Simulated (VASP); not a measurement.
Output of a VASP run:

File OSZICAR:
```
       N       E                     dE             d eps       ncg     rms          rms(c)
DAV:   1     0.147617815748E+01    0.14762E+01   -0.40093E+03   752   0.904E+02
DAV:   2    -0.233796439562E+02   -0.24856E+02   -0.23861E+02  1152   0.107E+02
DAV:   3    -0.237521801355E+02   -0.37254E+00   -0.37254E+00   872   0.175E+01
DAV:   4    -0.237528087097E+02   -0.62857E-03   -0.62857E-03  1136   0.765E-01
DAV:   5    -0.237528089008E+02   -0.19104E-06   -0.19103E-06   840   0.103E-02    0.454E+00
DAV:   6    -0.221582865165E+02    0.15945E+01   -0.90623E-01   904   0.661E+00    0.265E+00
DAV:   7    -0.220047677609E+02    0.15352E+00   -0.39917E-01   792   0.407E+00    0.797E-01
DAV:   8    -0.220505480126E+02   -0.45780E-01   -0.20165E-01   752   0.401E+00    0.367E-01
DAV:   9    -0.221798079069E+02   -0.12926E+00   -0.17394E-02   776   0.122E+00    0.185E-01
DAV:  10    -0.221905145542E+02   -0.10707E-01   -0.78804E-04  1048   0.272E-01    0.161E-01
DAV:  11    -0.222149741533E+02   -0.24460E-01   -0.64169E-03   752   0.909E-01    0.416E-02
DAV:  12    -0.222169958382E+02   -0.20217E-02   -0.24719E-03  1112   0.511E-01    0.193E-02
DAV:  13    -0.222170548870E+02   -0.59049E-04   -0.28575E-05   768   0.560E-02    0.165E-02
DAV:  14    -0.222171059853E+02   -0.51098E-04   -0.20814E-05   896   0.482E-02    0.433E-03
DAV:  15    -0.222170993279E+02    0.66574E-05   -0.59836E-06  1016   0.237E-02    0.312E-03
DAV:  16    -0.222170999921E+02   -0.66419E-06   -0.87664E-08   776   0.353E-03    0.298E-03
DAV:  17    -0.222170992259E+02    0.76623E-06   -0.79377E-08   376   0.267E-03    0.118E-03
DAV:  18    -0.222170999527E+02   -0.72680E-06   -0.56230E-08   376   0.248E-03    0.233E-04
DAV:  19    -0.222170998909E+02    0.61816E-07   -0.96711E-09   376   0.105E-03
   1 F= -.22217100E+02 E0= -.22217100E+02  d E =-.245746E-16
```

**OUTCAR**
```
------------------------ aborting loop because EDIFF is reached ----------------------------------------
  FORCE on cell =-STRESS in cart. coord.  units (eV):
  Direction    XX          YY          ZZ          XY          YZ          ZX
  --------------------------------------------------------------------------------------
  Total       -1.3303095     -1.3303095     -1.3303095      0.0000000      0.0000000      0.0000000
  in kB      -73.3474300    -73.3474300    -73.3474300      0.0000000      0.0000000      0.0000000
  external PRESSURE =     -73.3474300 kB  Pullay stress =       0.0000000 kB
  volume of cell :       29.06
      direct lattice vectors                 reciprocal lattice vectors
     0.000000000  2.440147744  2.440147744    -0.204905626  0.204905626  0.204905626
     2.440147744  0.000000000  2.440147744     0.204905626 -0.204905626  0.204905626
     2.440147744  2.440147744  0.000000000     0.204905626  0.204905626 -0.204905626
  FREE ENERGIE OF THE ION-ELECTRON SYSTEM (eV)
  ---------------------------------------------------
  free  energy   TOTEN  =       -22.2170998909 eV

  energy  without entropy=      -22.2170998909  energy(sigma->0) =      -22.21709989
```
(Selected blocks of OUTCAR.)

File POSCAR:
```
BAs
1
    0.0000000000     2.4401477445     2.4401477445
    2.4401477445     0.0000000000     2.4401477445
    2.4401477445     2.4401477445     0.0000000000
B As
1 1
Direct
  0.0000000000   0.0000000000   0.0000000000
  0.2500000000   0.2500000000   0.2500000000
```

Problem. Write an INCAR and KPOINTS that could have produced this output.

Solution. This is not unique; one that fits is the input of the run itself, r2SCAN meta-GGA, plane waves, VASP's PBE PAW potentials (set 64).

INCAR:
```
ALGO = Normal
EDIFF = 1E-7
ENCUT = 520
ISIF = 2
ISMEAR = 0
LASPH = .True.
LCHARG = .False.
LMAXMIX = 4
LMIXTAU = .True.
LREAL = .False.
LWAVE = .False.
METAGGA = R2SCAN
NELM = 100
PREC = Accurate
SIGMA = 0.05
SYSTEM = BAs
```

### KPOINTS
```
Automatic mesh
0
Gamma
10 10 10
0 0 0
```

POTCAR, in this order: B As (PBE.64 set). Program: vasp_std.

The compound is BAs in the zinc blende structure. This cell is one point of a volume scan, at 1.06 of the reference volume.
